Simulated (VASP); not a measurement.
Given:

```yaml
crystal:
  lattice:
    - [4.37823, 0.00000, 0.00000]
    - [-2.18911, 3.79166, 0.00000]
    - [0.00000, 0.00000, 17.32866]
  atoms:
    - { symbol: Pb, position: [0.66667, 0.33333, 0.50000] }
    - { symbol: I, position: [0.33333, 0.66667, 0.38369] }
    - { symbol: I, position: [0.33333, 0.66667, 0.61631] }
```

These are PBEsol GGA, VASP's PBE PAW potentials (set 64) (plane waves; VASP) values and carry that method's errors. Settings: 400 eV cut-off, 7×7×1 Γ-centred mesh, tetrahedra with Blöchl corrections, potentials Pb_d I.

The cell holds a wide vacuum, so values per volume refer to the whole cell. The cores are frozen, which limits the accuracy of field gradients.

**Question.** Give the principal components of the electric field gradient (V/Å²) and the asymmetry η at each nucleus.

**Answer.** 
```csv
atom,Vxx,Vyy,Vzz,η
Pb1,30.5,30.5,-61.0,0.00
I2,9.1,9.1,-18.3,0.00
I3,9.1,9.1,-18.3,0.00
```

The cell is a sheet with vacuum, built from a generated structure.
